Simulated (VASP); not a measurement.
## ZnS(110): relaxation, ionisation energy and affinity

Aim: ionisation energy and electron affinity of ZnS(110), from a slab and a bulk run lined up through core potentials.

Method: PBE; plane waves and PAW (Zn, S), in VASP 6.6.1.

Experimental background.

“On the Surface Hardening of Zinc Sulfide Windows by Gallium Sulfide” (2024, pmc:11595366) reports for ZnS, sphalerite (zinc blende), by powder X-ray diffraction (untreated commercial multispectral-grade CVD/HIP polycrystalline window): lattice constant a (cubic a, untreated; bracketed figure appears to be the next digit …) 5.411 Å [commercial polycrystalline ceramic window; bracketed digit ambiguous (next digit or …].

Report form: the programs' logs are mostly left out.

## Step 1: The starting structure

It takes space group F-43m (No. 216, cubic). The conventional cell has a = 5.410 Å, b = 5.410 Å, c = 5.410 Å, α = 90.00°, β = 90.00°, γ = 90.00°. Nearest to Zn lie 4 S at 2.34 Å. Nearest to S lie 4 Zn at 2.34 Å. Farther neighbours and most contacts between anions are not listed.

Structure file:

```
Zn S
1.0
     0.00000    2.70500    2.70500
     2.70500    0.00000    2.70500
     2.70500    2.70500    0.00000
Zn S
1 1
Direct
  0.00000 0.00000 0.00000
  0.25000 0.25000 0.25000
```

## Step 2: Relaxing the bulk crystal

The later steps need the crystal at this functional's own lattice; a raised cutoff keeps the stress reliable while the cell changes.

INCAR reads:

```
SYSTEM = ZnS
PREC = Accurate
ENCUT = 360
EDIFF = 1E-06
NELM = 120
ISMEAR = 0
SIGMA = 0.03
LREAL = .FALSE.
ALGO = Normal
GGA = PE
NBANDS = 15
LORBIT = 11
LWAVE = .FALSE.
LCHARG = .FALSE.
KPAR = 4
IBRION = 2
NSW = 40
ISIF = 3
EDIFFG = -0.02
POTIM = 0.4
```

POSCAR reads:

```
ZnS
1.0
    0.0000000000      2.7050000000      2.7050000000
    2.7050000000      0.0000000000      2.7050000000
    2.7050000000      2.7050000000      0.0000000000
Zn S
1 1
Direct
    0.0000000000      0.0000000000      0.0000000000
    0.2500000000      0.2500000000      0.2500000000
```

KPOINTS reads:

```
Automatic mesh
0
Gamma
6 6 6
0 0 0
```

The projector-augmented-wave data sets are Zn and S (PBE family, release 64).

The run is started by

```console
mpirun -np 4 vasp_std
```

Wall time 4 s (4 MPI ranks of AMD EPYC 9R14 (Zen 4), shared host); peak memory 0.44 GiB; 12 s of CPU time.

The run keeps the 24 symmetry operations of its start, so it cannot find a distortion of lower symmetry.

Relaxation path:

| step | energy less that of the first step (eV) | largest force (eV/Å) | pressure (GPa) | volume (Å³) |
| --- | --- | --- | --- | --- |
| 1 | 0.0000 | 0.0000 | 1.31 | 39.59 |
| 2 | -0.0029 | 0.0000 | -0.02 | 40.33 |

| conventional cell, symmetrised | before | after | change |
| --- | --- | --- | --- |
| a (Å) | 5.410 | 5.444 | +0.6 % |
| b (Å) | 5.410 | 5.444 | +0.6 % |
| c (Å) | 5.410 | 5.444 | +0.6 % |
| volume (Å³/atom) | 19.79 | 20.16 | +1.9 % |

Final coordinates:

```cif
data_structure
_symmetry_space_group_name_H-M 'P 1'
_symmetry_Int_Tables_number 1
_cell_length_a 3.8493
_cell_length_b 3.8493
_cell_length_c 3.8493
_cell_angle_alpha 60.000
_cell_angle_beta 60.000
_cell_angle_gamma 60.000
_cell_volume 40.33
loop_
_atom_site_label
_atom_site_type_symbol
_atom_site_fract_x
_atom_site_fract_y
_atom_site_fract_z
_atom_site_occupancy
Zn1 Zn 0.00000 0.00000 0.00000 1
S2 S 0.25000 0.25000 0.25000 1
```

Numbers from this step:

* electronic cycles: 20
* electrons: 18
* free energy (TOTEN): -6.845 eV
* Fermi energy: 2.050 eV

The run ended after 2 ionic steps, 0.003 eV below its first step, once forces and stress met EDIFFG = -0.02.

## Step 3: Band edges of the bulk

A static bulk run at the slab's cutoff gives the band edges and the core potentials that tie them to the slab.

INCAR reads:

```
SYSTEM = ZnS
PREC = Normal
ENCUT = 320
EDIFF = 1E-06
NELM = 120
ISMEAR = 0
SIGMA = 0.03
LREAL = .FALSE.
ALGO = Normal
GGA = PE
NBANDS = 15
LORBIT = 11
LWAVE = .FALSE.
LCHARG = .FALSE.
KPAR = 4
```

POSCAR reads:

```
ZnS
1.0
    0.0000000000      2.7218325535      2.7218325535
    2.7218325535      0.0000000000      2.7218325535
    2.7218325535      2.7218325535      0.0000000000
Zn S
1 1
Direct
    0.0000000000      0.0000000000      0.0000000000
    0.2500000000      0.2500000000      0.2500000000
```

KPOINTS reads:

```
Automatic mesh
0
Gamma
14 14 14
0 0 0
```

The run is started by

```console
mpirun -np 4 vasp_std
```

It took 5.4 s on 4 MPI ranks; peak memory 0.46 GiB.

The gap is read on the k-mesh alone, so it is an upper bound where the band edges lie off the mesh.

Numbers from this step:

```yaml
electronic_cycles: 13
free_energy_toten: -6.850 eV
fermi_energy: 2.052 eV
metallic: no
gap_on_the_k_mesh: 2.012 eV
least_direct_gap_on_the_k_mesh: 2.012 eV
```

## Step 4: Surface relaxation

System of this step: ZnS(110). The cell holds 18 atoms: 9 Zn and 9 S. Its edges and angles: a = 3.849 Å, b = 5.444 Å, c = 31.397 Å, α = 90.0°, β = 90.0°, γ = 90.0°. It derives from ZnS. 9 layers, cut at this functional's lattice. Vacuum lies along c.

All atoms relax at the fixed cell.

INCAR reads:

```
SYSTEM = ZnS
PREC = Normal
ENCUT = 320
EDIFF = 1E-05
NELM = 120
ISMEAR = 0
SIGMA = 0.03
LREAL = Auto
ALGO = Fast
GGA = PE
NBANDS = 100
LORBIT = 11
LWAVE = .FALSE.
LCHARG = .FALSE.
KPAR = 2
NCORE = 2
IBRION = 2
NSW = 60
ISIF = 2
EDIFFG = -0.03
POTIM = 0.4
MAXMIX = 40
IDIPOL = 3
LDIPOL = .TRUE.
DIPOL = 0.5 0.5 0.5
```

POSCAR reads:

```
ZnS
1.0
    3.8492525117      0.0000000000      0.0000000000
    0.0000000000      5.4436651070      0.0000000000
    0.0000000000      0.0000000000     31.3970100467
Zn S
9 9
Direct
    0.0000000000      0.0000000000      0.2548013300
    0.5000000000      0.5000000000      0.3161010000
    0.0000000000      0.0000000000      0.3774006700
    0.5000000000      0.5000000000      0.4387003300
    0.0000000000      0.0000000000      0.5000000000
    0.5000000000      0.5000000000      0.5612996700
    0.0000000000      0.0000000000      0.6225993300
    0.5000000000      0.5000000000      0.6838990000
    0.0000000000      0.0000000000      0.7451986700
    0.0000000000      0.7500000000      0.3161010000
    0.5000000000      0.2500000000      0.2548013300
    0.0000000000      0.7500000000      0.4387003300
    0.5000000000      0.2500000000      0.3774006700
    0.0000000000      0.7500000000      0.5612996700
    0.5000000000      0.2500000000      0.5000000000
    0.0000000000      0.7500000000      0.6838990000
    0.5000000000      0.2500000000      0.6225993300
    0.5000000000      0.2500000000      0.7451986700
```

KPOINTS reads:

```
Automatic mesh
0
Gamma
6 5 1
0 0 0
```

The run is started by

```console
mpirun -np 4 vasp_std
```

It took 6.3 min on 4 MPI ranks; peak memory 0.96 GiB; 25 min of CPU time.

The run keeps the 4 symmetry operations of its start, so it cannot find a distortion of lower symmetry.

Step by step:

| step | energy less that of the first step (eV) | largest force (eV/Å) |
| --- | --- | --- |
| 1 | 0.0000 | 1.6470 |
| 2 | -0.2830 | 1.3014 |
| 3 | -0.6206 | 0.6024 |
| 4 | -0.6236 | 0.6705 |
| 5 | -0.7673 | 0.4871 |
| 6 | -0.9114 | 0.2907 |
| 7 | -0.9204 | 0.1953 |
| 8 | -0.9365 | 0.1203 |
| 9 | -0.9366 | 0.1149 |
| 10 | -0.9437 | 0.0956 |
| 11 | -0.9457 | 0.1080 |
| 12 | -0.9502 | 0.0348 |
| 13 | -0.9507 | 0.0485 |
| 14 | -0.9507 | 0.0441 |
| 15 | -0.9507 | 0.0477 |
| 16 | -0.9518 | 0.0295 |

The atoms that moved most (Å):

| atom | dx | dy | dz | length |
| --- | --- | --- | --- | --- |
| Zn1 | 0.000 | 0.285 | 0.402 | 0.493 |
| Zn9 | 0.000 | 0.285 | -0.402 | 0.493 |
| S18 | 0.000 | 0.000 | 0.166 | 0.166 |
| S11 | 0.000 | 0.000 | -0.166 | 0.166 |
| Zn8 | 0.000 | -0.084 | 0.136 | 0.160 |
| Zn2 | 0.000 | -0.084 | -0.136 | 0.160 |
| S16 | 0.000 | -0.075 | 0.000 | 0.075 |
| S10 | 0.000 | -0.075 | 0.000 | 0.075 |

Final coordinates:

```xyz
18
Lattice="3.8493 0.0000 0.0000 0.0000 5.4437 0.0000 0.0000 0.0000 31.3970" Properties=species:S:1:pos:R:3
Zn    0.0000    0.2854    8.4020
Zn    1.9246    2.6377    9.7885
Zn    0.0000   -0.0368   11.8541
Zn    1.9246    2.6957   13.7407
Zn    0.0000   -0.0113   15.6985
Zn    1.9246    2.6957   17.6563
Zn    0.0000   -0.0368   19.5429
Zn    1.9246    2.6377   21.6085
Zn    0.0000    0.2854   22.9950
S     0.0000    4.0077    9.9248
S     1.9246    1.3604    7.8339
S     0.0000    4.0579   13.7723
S     1.9246    1.3322   11.8042
S     0.0000    4.0579   17.6248
S     1.9246    1.3534   15.6985
S     0.0000    4.0077   21.4722
S     1.9246    1.3322   19.5928
S     1.9246    1.3604   23.5631
```

Numbers from this step:

| Quantity | Value |
| --- | --- |
| electronic cycles | 154 |
| electrons | 162 |
| free energy (TOTEN) | -60.5514 eV |
| Fermi energy | -1.493 eV |
| dipole moment | 0, 0, 0 e·Å |
| gap on the k-mesh | 2.177 eV |
| least direct gap on the k-mesh | 2.177 eV |

The run ended after 16 ionic steps, 0.952 eV below its first step, once the forces on the free atoms met EDIFFG = -0.03.

## Step 5: Potential and states of the slab

A static run writes the electrostatic potential without exchange and correlation (LVHAR), which is flat in the vacuum and gives the level to count from. The dipole correction cancels the field that unlike faces would set up across the vacuum.

INCAR reads:

```
SYSTEM = ZnS
PREC = Normal
ENCUT = 320
EDIFF = 1E-06
NELM = 120
ISMEAR = 0
SIGMA = 0.03
LREAL = Auto
ALGO = Fast
GGA = PE
NBANDS = 100
LORBIT = 11
LWAVE = .FALSE.
LCHARG = .TRUE.
KPAR = 2
IDIPOL = 3
LDIPOL = .TRUE.
DIPOL = 0.5 0.5 0.5
LVHAR = .TRUE.
LVACPOTAV = .TRUE.
NEDOS = 1500
```

POSCAR reads:

```
ZnS
1.0
    3.8492525117      0.0000000000      0.0000000000
    0.0000000000      5.4436651070      0.0000000000
    0.0000000000      0.0000000000     31.3970100467
Zn S
9 9
Direct
    0.0000000000      0.0524317863      0.2676061056
    0.5000000000      0.4845504926      0.3117660377
    0.0000000000      0.9932477677      0.3775559493
    0.5000000000      0.4951950785      0.4376446456
    0.0000000000      0.9979256210      0.5000000000
    0.5000000000      0.4951950785      0.5623553544
    0.0000000000      0.9932477677      0.6224440507
    0.5000000000      0.4845504926      0.6882339623
    0.0000000000      0.0524317863      0.7323938944
    0.0000000000      0.7362215335      0.3161060679
    0.5000000000      0.2499092702      0.2495116581
    0.0000000000      0.7454431391      0.4386486797
    0.5000000000      0.2447288955      0.3759646472
    0.0000000000      0.7454431391      0.5613513203
    0.5000000000      0.2486184523      0.5000000000
    0.0000000000      0.7362215335      0.6838939321
    0.5000000000      0.2447288955      0.6240353528
    0.5000000000      0.2499092702      0.7504883419
```

KPOINTS is that of step 4.

KPOINTS_OPT reads:

```
Line mode
14
Line-mode
Reciprocal
  0.00000000   0.00000000   0.00000000 GAMMA
  0.50000000   0.00000000   0.00000000 X

  0.50000000   0.00000000   0.00000000 X
  0.50000000   0.50000000   0.00000000 S

  0.50000000   0.50000000   0.00000000 S
  0.00000000   0.50000000   0.00000000 Y

  0.00000000   0.50000000   0.00000000 Y
  0.00000000   0.00000000   0.00000000 GAMMA

  0.00000000   0.00000000   0.00000000 GAMMA
  0.50000000   0.50000000   0.00000000 S
```

The run is started by

```console
mpirun -np 4 vasp_std
```

Wall time 4.4 min (4 MPI ranks); peak memory 1.4 GiB.

Numbers from this step:

```yaml
electronic_cycles: 31
free_energy_toten: -60.5515 eV
fermi_energy: -1.540 eV
least_gap_on_mesh_and_path: 2.177 eV
least_direct_gap_on_mesh_and_path: 2.177 eV
vacuum_levels: 4.379, 4.379 eV
ionisation_potentials_of_the_upper_and_lower_face: 6.049, 6.049 eV
electron_affinities_of_the_upper_and_lower_face: 3.872, 3.872 eV
```

Electronic bands along the path, in eV, zero at the valence-band top; v1 is the highest filled band, c1 the lowest empty one:

| point | v4 | v3 | v2 | v1 | c1 | c2 | c3 | c4 |
| --- | --- | --- | --- | --- | --- | --- | --- | --- |
| Γ | -0.16 | -0.10 | -0.05 | 0.00 | 2.18 | 2.70 | 3.36 | 3.53 |
| 0.46 of the way | -0.80 | -0.77 | -0.58 | -0.32 | 3.50 | 3.79 | 3.87 | 4.03 |
| X | -1.37 | -1.08 | -0.91 | -0.77 | 3.08 | 3.21 | 3.76 | 4.09 |
| 0.54 of the way | -1.09 | -1.09 | -0.83 | -0.73 | 3.58 | 3.66 | 4.02 | 4.07 |
| S | -1.00 | -0.94 | -0.72 | -0.66 | 3.26 | 3.52 | 3.61 | 4.29 |
| 0.46 of the way | -0.83 | -0.81 | -0.61 | -0.59 | 3.93 | 4.08 | 4.12 | 4.53 |
| Y | -0.75 | -0.73 | -0.55 | -0.55 | 3.34 | 3.34 | 3.56 | 3.66 |
| 0.54 of the way | -0.31 | -0.31 | -0.30 | -0.24 | 3.03 | 3.13 | 3.34 | 3.58 |
| Γ | -0.16 | -0.10 | -0.05 | 0.00 | 2.18 | 2.70 | 3.36 | 3.53 |
| 0.46 of the way | -0.72 | -0.66 | -0.41 | -0.39 | 3.49 | 3.88 | 4.04 | 4.13 |
| S | -1.00 | -0.94 | -0.72 | -0.66 | 3.26 | 3.52 | 3.61 | 4.29 |

Of the projections kept (Zn, S), the largest for each band there; the rest of the weight can lie on other orbitals:

| point | v4 | v3 | v2 | v1 | c1 | c2 | c3 | c4 |
| --- | --- | --- | --- | --- | --- | --- | --- | --- |
| Γ | S 0.76 | S 0.75 | S 0.73 | S 0.75 | S 0.51 | S 0.55 | S 0.52 | Zn 0.73 |
| X | S 0.77 | S 0.72 | S 0.80 | S 0.79 | Zn 0.80 | Zn 0.80 | Zn 0.76 | Zn 0.76 |
| S | S 0.75 | S 0.73 | S 0.77 | S 0.80 | Zn 0.74 | Zn 0.65 | Zn 0.70 | Zn 0.58 |
| Y | S 0.68 | S 0.69 | S 0.76 | S 0.76 | Zn 0.68 | Zn 0.71 | Zn 0.62 | Zn 0.69 |
| Γ | S 0.76 | S 0.75 | S 0.73 | S 0.75 | S 0.51 | S 0.55 | S 0.52 | Zn 0.73 |
| S | S 0.75 | S 0.73 | S 0.77 | S 0.80 | Zn 0.74 | Zn 0.65 | Zn 0.70 | Zn 0.58 |

The planar average of the electrostatic potential oscillates, so the rows of the table below give means over windows of 1.91 Å about each position, cut where the curve ends. Its maxima inside the range that stand out by 2 % of the span (Å: eV): 8.7: 0.499, 10.9: 1.77, 12.8: 1.53, 14.7: 1.63, 16.7: 1.63, 18.6: 1.53, 20.5: 1.77, 22.7: 0.499. Its minima: 7.8: -4.68, 9.9: -5.75, 11.8: -5.46, 13.8: -5.53, 15.7: -5.50, 17.6: -5.53, 19.6: -5.46, 21.5: -5.75, 23.5: -4.68.

Zero at the Fermi level. Table of planar average of the electrostatic potential by height; means over each step:

| height (Å) | planar average of the electrostatic potential (eV) |
| --- | --- |
| 0.95 | 5.92 |
| 2.86 | 5.92 |
| 4.77 | 5.91 |
| 6.68 | 3.80 |
| 8.59 | -1.92 |
| 10.50 | -2.09 |
| 12.41 | -1.93 |
| 14.32 | -1.98 |
| 16.23 | -1.97 |
| 18.14 | -1.98 |
| 20.05 | -1.96 |
| 21.96 | -2.47 |
| 23.87 | -0.225 |
| 25.78 | 5.83 |
| 27.69 | 5.92 |
| 29.60 | 5.92 |

Density of states in the PAW spheres, an atom over height of the layer and energy from the Fermi level.

Values in states/eV, 12 rows by 16 columns, each cell a mean:
```
0.00 0.00 0.00 0.00 0.00 0.00 0.00 0.00 0.00 0.00 0.00 0.00 0.00 0.00 0.00 0.00
0.10 0.04 0.05 0.11 0.09 0.03 0.06 0.09 0.09 0.06 0.03 0.09 0.11 0.05 0.04 0.10
0.73 0.24 0.22 0.48 0.36 0.15 0.26 0.34 0.34 0.26 0.15 0.36 0.48 0.22 0.24 0.73
1.11 0.29 0.39 0.65 0.60 0.29 0.44 0.59 0.59 0.44 0.29 0.60 0.65 0.39 0.29 1.11
0.92 0.34 0.45 0.74 0.65 0.37 0.57 0.76 0.76 0.57 0.37 0.65 0.74 0.45 0.34 0.92
0.51 0.26 0.38 0.68 0.69 0.36 0.51 0.61 0.61 0.51 0.36 0.69 0.68 0.38 0.26 0.51
0.36 0.25 0.33 0.57 0.47 0.33 0.43 0.54 0.54 0.43 0.33 0.47 0.57 0.33 0.25 0.36
0.30 0.26 0.32 0.42 0.35 0.27 0.32 0.36 0.36 0.32 0.27 0.35 0.42 0.32 0.26 0.30
0.15 0.19 0.16 0.17 0.13 0.15 0.14 0.14 0.14 0.14 0.15 0.13 0.17 0.16 0.19 0.15
0.24 0.41 0.26 0.25 0.17 0.24 0.20 0.17 0.17 0.20 0.24 0.17 0.25 0.26 0.41 0.24
0.25 0.50 0.55 0.42 0.46 0.58 0.51 0.43 0.43 0.51 0.58 0.46 0.42 0.55 0.50 0.25
0.09 0.18 0.28 0.22 0.29 0.34 0.33 0.32 0.32 0.33 0.34 0.29 0.22 0.28 0.18 0.09
```
Columns: height of the layer (Å) from 7.8 to 23.6 (not evenly spaced); rows upwards: energy from the Fermi level (eV) from -4.9 to 0.5.

Valence density in the cb plane at fractional x = 0.000, with atoms of Zn and S within 0.2 Å of it. It is the smooth field of the valence electrons, not physical close to the nuclei.

Ten steps, logarithmic in the rise over the least value, from '0' (0 e/Å³) to '9' (17 e/Å³), each cell a mean:
```
00000000000000000000125653222237996222222489
00000000000000000000012223343324553334433345
00000000000000000000001124434432222344343222
00000000000000000000000124303421112342143211
00000000000000000000000123434321001234443110
00000000000000000000000012333210001123332100
00000000000000000000000011222110000112211000
00000000000000000000000000111000000001110000
00000000000000000000000000000000000000000000
00000000000000000000011110000000000000000000
00000000000000000000112211000001111000000111
00000000000000000000125652100012221100001123
00000000000000000001258984111125764110011367
00000000000000000000158984211137996211112589
```
Columns run along c (16.0 Å, from fractional 0.00 to 0.51 of the cell), rows up along b (5.4 Å). Atoms in or near the plane, at fractional coordinates: Zn at (0.27, 0.05), Zn at (0.38, 0.99), Zn at (0.50, 0.00), S at (0.32, 0.74), S at (0.44, 0.75).

Electrostatic potential energy in the cb plane at fractional x = 0.000, with atoms of Zn and S within 0.2 Å of it. With pseudopotentials it is smooth inside the atoms' cores, unlike the true potential.

Ten even steps from '0' (-46 eV) to '9' (4 eV), each cell a mean:
```
99999999999999999999876667888877776788888677
99999999999999999999987787535787667873268766
99999999999999999999999985000488888720006888
99999999999999999999999983000289999710005899
99999999999999999999999986000589999830027999
99999999999999999999999998646899999986679999
99999999999999999999999999989999999999999999
99999999999999999999999999999999999999999999
99999999999999999999999999999999999999999999
99999999999999999999999999999999999999999999
99999999999999999999988788999999999999999999
99999999999999999999876767899988778999999877
99999999999999999999867776899976776899998767
99999999999999999999867776899877777799998677
```
Columns run along c (16.0 Å, from fractional 0.00 to 0.51 of the cell; values clipped at the 3rd and 97th percentile), rows up along b (5.4 Å). Atoms in or near the plane, at fractional coordinates: Zn at (0.27, 0.05), Zn at (0.38, 0.99), Zn at (0.50, 0.00), S at (0.32, 0.74), S at (0.44, 0.75).

The map of layer states is cut here 0.5 eV above the Fermi level, so it leaves out the states above that, and it starts at -5 eV, leaving out a taller peak below that would set the scale.

The vacuum level lies 6.05 eV above the highest filled level at the upper face; both faces agree, as the slab has next to no dipole.

The program found no field-free point at its default tolerance, but its printed level agrees with the flat part of the planar average.

## Step 6: Lining up bulk and slab

This step: band edges against the vacuum, PBE; plane waves and PAW (VASP 6.6.1).

No new run; the numbers come from the runs before.

This step gave:

* ionisation energy: 6.042 eV
* offset spread: 0.02960 eV
* bulk gap: 2.012 eV
* slab gap: 2.177 eV
* electron affinity: 4.030 eV
* buckling: 0.5681 Å
* tilt: 27.86 degree
* surface energy, relaxed: 0.4191 J/m²

The averaged core potentials of the four middle atoms lie -3.573 eV from those of the bulk run. The bulk valence top (1.910 eV), moved by that offset, is taken from the upper vacuum level (4.379 eV).

## Step 7: Results

```
ionisation energy       : 6.04 eV
electron affinity       : 4.03 eV
buckling                : 0.568 Å
surface energy, relaxed : 0.419 J/m²
```

What this shows: The bulk valence-band top lies 6.04 eV below the vacuum of ZnS(110), and the conduction-band bottom 4.03 eV. The top layer buckles by 0.57 Å, a tilt of 28°, with S outermost, as the anion takes the dangling-bond electrons and the cation flattens towards sp². The surface costs 0.42 J/m². The slab's least gap is 2.18 eV, against 2.01 eV in the bulk. Confinement widens it, surface states can narrow it, and the two gaps need not lie at the same wave vector; the faces' own affinities count to the slab's lowest empty state. The offsets of the four middle atoms spread by 0.03 eV; a shift common to all four would not show in it. One thickness was run. Semilocal band edges put the valence top too high and the gap too small.

Comparison with the measured values:

| quantity | measured | PBE |
| --- | --- | --- |
| lattice constant a (Å) | 5.411 | 5.444 (+0.6 %) |

Measured values from pmc:11595366 (2024).

**Verdict.** The lattice constant a is off by +0.6 %: good agreement. The grades are ours: good and fair within 0.7 and 1.5 % for the lattice constant a. For lattice constants the calculation has a static lattice, without zero-point motion or thermal expansion. As a rule both would widen the computed cell, so the excess over experiment is if anything larger than shown.

[Lines on the potential files, build, host, timing and source positions are cut from VASP's logs without a mark.]

[Logs are printed without paths, hosts, clocks, repeated set-up lines and the standing remarks that a program may print on its own settings, such as how far it seeks lower states.]

[Hosts, paths, dates, database ids (printed as entryN), source tags and the programs' standing remarks are cut or masked in the printed files.]

[Runs that stopped without an error message from VASP are left out.]
